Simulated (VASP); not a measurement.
Se, 1 atom in the cell. The structure is trigonal, space group R-3m (No. 166). Conventional cell: a = 3.850 Å, b = 3.850 Å, c = 2.645 Å, α = 90.00°, β = 90.00°, γ = 120.00°. Se (site symmetry -3m) has 8 Se at 2.39 to 2.65 Å as nearest neighbours. This isn't the form of Se at room conditions, which is trigonal, of chains.

| Quantity | Value |
| --- | --- |
| Program | VASP 6.6.1 |
| Task | relaxation of cell and atoms |
| Functional | r2SCAN |
| Dispersion | rVV10 |
| Potentials or basis | VASP PAW PBE potentials, release 64 (Se) |
| Cutoff | 520 eV |
| k mesh | 15 × 15 × 15 |
| Occupations | gaussian, width 0.02 eV |
| Spin | no spin polarisation |
| Target pressure | 125 GPa |
| Further INCAR settings | ALGO = Normal; EDIFF = 1e-07; IBRION = 2; EDIFFG = -0.002; NSW = 80; ISIF = 3 |
| Target pressure | 125 GPa |

Potentials or basis: VASP PAW PBE potentials, release 64 (Se).

Launch:

```console
$ cat potpaw_PBE.64/Se/POTCAR > POTCAR
$ mpirun -np 1 vasp_std > vasp.out
```

Hardware: 1 thread of Intel(R) Xeon(R) Platinum 8488C (Sapphire Rapids), with other jobs on the host.

Problem. How long does it take, and how much memory?

Solution. Run time: 7.9 min on 1 thread of Intel(R) Xeon(R) Platinum 8488C (Sapphire Rapids), with other jobs on the host, peak memory 0.22 GiB. Counts: scf iterations 91, k points 344, ion steps 10.
